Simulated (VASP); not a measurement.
Level of theory: r2SCAN meta-GGA, VASP's PBE PAW potentials (set 64) (plane waves; VASP 6.6.1).

VASP input:

KPOINTS:
```
Automatic mesh
0
Gamma
8 8 8
0 0 0
```

POSCAR:
```
KBr
1
    0.0000000000     3.3022947721     3.3022947721
    3.3022947721     0.0000000000     3.3022947721
    3.3022947721     3.3022947721    -0.0000000000
K Br
1 1
Direct
  1.0000000000   1.0000000000   1.0000000000
  0.5000000000   0.5000000000   0.5000000000
```

**KPOINTS_OPT**
```
k-points along high-symmetry lines
10
Line-mode
Reciprocal
  0.000000   0.000000   0.000000 ! GAMMA
  0.500000   0.000000   0.500000 ! X

  0.500000   0.000000   0.500000 ! X
  0.625000   0.250000   0.625000 ! U

  0.375000   0.375000   0.750000 ! K
  0.000000   0.000000   0.000000 ! GAMMA

  0.000000   0.000000   0.000000 ! GAMMA
  0.500000   0.500000   0.500000 ! L

  0.500000   0.500000   0.500000 ! L
  0.500000   0.250000   0.750000 ! W

  0.500000   0.250000   0.750000 ! W
  0.500000   0.000000   0.500000 ! X
```

**INCAR**
```
! general
SYSTEM =KBr
PREC   =Accurate
ENCUT  =520
LREAL  =.False.
LASPH  =.True.

! electronic loop
EDIFF  =1E-7   ! SCF stop (eV)
NELM   =100   ! most electronic steps
ALGO   =Normal
LMAXMIX=4
LMIXTAU=.True.

! smearing
ISMEAR =-5   ! tetrahedra, Bloechl

! functional
METAGGA=R2SCAN

! ions
ISIF   =2   ! forces and stress, cell fixed

! output
LWAVE  =.False.
LCHARG =.False.
LORBIT =11
NEDOS  =601   ! DOS grid
```

POTCAR, in this order: K_sv Br (PBE.64 set). Program: vasp_std.

Output of the run:

**OUTCAR**
```
 ion  position               nearest neighbor table
   1  0.000  0.000  0.000-   2 3.30   2 3.30   2 3.30   2 3.30   2 3.30   2 3.30
   2  0.500  0.500  0.500-   1 3.30   1 3.30   1 3.30   1 3.30   1 3.30   1 3.30
  LATTYP: Found a face centered cubic cell.
 ALAT       =     6.6045895442
 Subroutine PRICEL returns:
 Original cell was already a primitive cell.
 Subroutine GETGRP returns: Found 48 space group operations
The static configuration has the point symmetry O_h .
The dynamic configuration has the point symmetry O_h .
 Subroutine INISYM returns: Found 48 space group operations
 Subroutine IBZKPT returns following result:
 Found     29 irreducible k-points:

 Following reciprocal coordinates:
            Coordinates               Weight
  0.000000  0.000000  0.000000      1.000000
  0.125000  0.000000  0.000000      8.000000
  0.250000  0.000000  0.000000      8.000000
  0.375000  0.000000  0.000000      8.000000
  0.500000  0.000000  0.000000      4.000000
  0.125000  0.125000  0.000000      6.000000
  0.250000  0.125000  0.000000     24.000000
  0.375000  0.125000  0.000000     24.000000
  0.500000  0.125000  0.000000     24.000000
 -0.375000  0.125000  0.000000     24.000000
 -0.250000  0.125000  0.000000     24.000000
 -0.125000  0.125000  0.000000     12.000000
  0.250000  0.250000  0.000000      6.000000
  0.375000  0.250000  0.000000     24.000000
  0.500000  0.250000  0.000000     24.000000
 -0.375000  0.250000  0.000000     24.000000
 -0.250000  0.250000  0.000000     12.000000
  0.375000  0.375000  0.000000      6.000000
  0.500000  0.375000  0.000000     24.000000
 -0.375000  0.375000  0.000000     12.000000
  0.500000  0.500000  0.000000      3.000000
  0.375000  0.250000  0.125000     24.000000
  0.500000  0.250000  0.125000     48.000000
 -0.375000  0.250000  0.125000     24.000000
  0.500000  0.375000  0.125000     24.000000
 -0.375000  0.375000  0.125000     48.000000
 -0.250000  0.375000  0.125000     24.000000
 -0.375000  0.500000  0.125000     12.000000
 -0.250000  0.500000  0.250000      6.000000
   k-points           NKPTS =     29   k-points in BZ     NKDIM =     29   number of bands    NBANDS=     12
   number of dos      NEDOS =    601   number of ions     NIONS =      2
   total plane-waves  NPLWV =  46656
   dimension x,y,z NGX =    36 NGY =   36 NGZ =   36
   dimension x,y,z NGXF=    72 NGYF=   72 NGZF=   72
   ions per type =               1   1
   PREC   = accura    normal or accurate (medium, high low for compatibility)
   ISTART =      0    job   : 0-new  1-cont  2-samecut
   ICHARG =      2    charge: 1-file 2-atom 10-const
   ISPIN  =      1    spin polarized calculation?
   LNONCOLLINEAR =      F non collinear calculations
   LSORBIT =      F    spin-orbit coupling
   INIWAV =      1    electr: 0-lowe 1-rand  2-diag
   ENCUT  =  520.0 eV  38.22 Ry    6.18 a.u.   8.68  8.68  8.68*2*pi/ulx,y,z
   NELM   =    100;   NELMIN=  2; NELMDL= -5     # of ELM steps
   EDIFF  = 0.1E-06   stopping-criterion for ELM
   LREAL  =      F    real-space projection
   NLSPLINE    = F    spline interpolate recip. space projectors
   LMAXMIX     =    4 max onsite mixed and CHGCAR
   VOSKOWN=      0    Vosko Wilk Nusair interpolation
   EDIFFG = 0.1E-05   stopping-criterion for IOM
   NSW    =      0    number of steps for IOM
   NBLOCK =      1;   KBLOCK =      1    inner block; outer block
   IBRION =     -1    ionic relax: 0-MD 1-quasi-New 2-CG
   NFREE  =      0    steps in history (QN), initial steepest desc. (CG)
   ISIF   =      2    stress and relaxation
   ISYM   =      2    0-nonsym 1-usesym 2-fastsym
   TEIN   =    0.0    initial temperature
   TEBEG  =    0.0;   TEEND  =   0.0 temperature during run
   SMASS  =  -3.00    Nose mass-parameter (am)
...
```

OSZICAR:
```
       N       E                     dE             d eps       ncg     rms          rms(c)
DAV:   1     0.848870207068E+02    0.84887E+02   -0.70858E+03   696   0.118E+03
DAV:   2    -0.200228209578E+02   -0.10491E+03   -0.98519E+02   888   0.281E+02
DAV:   3    -0.266907860273E+02   -0.66680E+01   -0.66323E+01   900   0.635E+01
DAV:   4    -0.270161790590E+02   -0.32539E+00   -0.32488E+00  1240   0.118E+01
DAV:   5    -0.270177421723E+02   -0.15631E-02   -0.15630E-02   908   0.930E-01    0.294E+00
DAV:   6    -0.236445951830E+02    0.33731E+01   -0.14142E+00  1124   0.122E+01    0.197E+00
DAV:   7    -0.230437325923E+02    0.60086E+00   -0.37250E-01  1292   0.637E+00    0.607E-01
DAV:   8    -0.237744673863E+02   -0.73073E+00   -0.35698E-01   764   0.554E+00    0.578E-01
DAV:   9    -0.232020059976E+02    0.57246E+00   -0.19229E-01   736   0.485E+00    0.384E-01
DAV:  10    -0.232278542532E+02   -0.25848E-01   -0.32840E-02   776   0.231E+00    0.184E-01
DAV:  11    -0.232400704809E+02   -0.12216E-01   -0.35585E-02   712   0.216E+00    0.104E-01
DAV:  12    -0.232477155498E+02   -0.76451E-02   -0.45678E-03   776   0.785E-01    0.881E-02
DAV:  13    -0.232486429241E+02   -0.92737E-03   -0.63678E-04   888   0.309E-01    0.247E-02
DAV:  14    -0.232485329948E+02    0.10993E-03   -0.67897E-05   800   0.108E-01    0.136E-02
DAV:  15    -0.232485327761E+02    0.21865E-06   -0.29377E-06  1060   0.174E-02    0.168E-02
DAV:  16    -0.232486153525E+02   -0.82576E-04   -0.16186E-05   780   0.526E-02    0.635E-03
DAV:  17    -0.232486574530E+02   -0.42100E-04   -0.22537E-05   760   0.601E-02    0.340E-03
DAV:  18    -0.232486579010E+02   -0.44798E-06   -0.10654E-06   980   0.135E-02    0.249E-03
DAV:  19    -0.232486581887E+02   -0.28778E-06   -0.19335E-06   764   0.194E-02    0.145E-03
DAV:  20    -0.232486587999E+02   -0.61117E-06   -0.22213E-07   804   0.645E-03    0.603E-04
DAV:  21    -0.232486586096E+02    0.19030E-06   -0.14199E-08   624   0.132E-03    0.274E-04
DAV:  22    -0.232486585730E+02    0.36581E-07   -0.16915E-08   556   0.174E-03
   1 F= -.23248659E+02 E0= -.23248659E+02  d E =0.000000E+00
       N       E                     dE             ncg
       N       E                     dE             ncg
       N       E                     dE             ncg
```

OUTCAR:
```
------------------------ aborting loop because EDIFF is reached ----------------------------------------
  FORCE on cell =-STRESS in cart. coord.  units (eV):
  Direction    XX          YY          ZZ          XY          YZ          ZX
  --------------------------------------------------------------------------------------
  Total        0.0124540      0.0124540      0.0124540     -0.0000000      0.0000000      0.0000000
  in kB        0.2770387      0.2770387      0.2770387     -0.0000000      0.0000000      0.0000000
  external PRESSURE =       0.2770387 kB  Pullay stress =       0.0000000 kB
  volume of cell :       72.02
      direct lattice vectors                 reciprocal lattice vectors
     0.000000000  3.302294772  3.302294772    -0.151409863  0.151409863  0.151409863
     3.302294772  0.000000000  3.302294772     0.151409863 -0.151409863  0.151409863
     3.302294772  3.302294772  0.000000000     0.151409863  0.151409863 -0.151409863
  FREE ENERGIE OF THE ION-ELECTRON SYSTEM (eV)
  ---------------------------------------------------
  free  energy   TOTEN  =       -23.2486585730 eV

  energy  without entropy=      -23.2486585730  energy(sigma->0) =      -23.24865857

 total charge

# of ion       s       p       d       tot
------------------------------------------
    1        1.958   5.680   0.022   7.660
    2        1.594   3.339   0.001   4.933
--------------------------------------------------
tot          3.552   9.018   0.023  12.593
```
(Selected blocks of OUTCAR.)

The compound is KBr in the rock salt structure. It was relaxed first.
